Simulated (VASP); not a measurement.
Crystal: ZnH.

```xyz
2
Lattice="0.0000 2.2159 2.2159 2.2159 0.0000 2.2159 2.2159 2.2159 0.0000" Properties=species:S:1:pos:R:3 pbc="T T T"
Zn    0.0000    0.0000    0.0000
H     1.1080    1.1080    1.1080
```

The cell was built by a generator and needn't be a form met in nature.

Base run:

```yaml
Program: VASP 6.6.1
Functional: PBE
Potentials_or_basis: VASP PAW PBE potentials, release 64 (Zn, H)
Cutoff: 520 eV
k_mesh: 10 × 10 × 10
Occupations: fermi-dirac, width 0.05 eV
Spin: no spin polarisation
```

Its results: pressure 0.3 GPa.

Problem. The run is repeated on the same cell with these changes: functional from PBE to AM05. What comes out?

Solution. Pressure -3.0 GPa.

AM05 binds more tightly than PBE, so the same cell stands under less pressure.

Caveats: the PAW data sets were made with another functional, which shifts forces and pressure a little (some runs).

Not every run made on this cell is shown here.
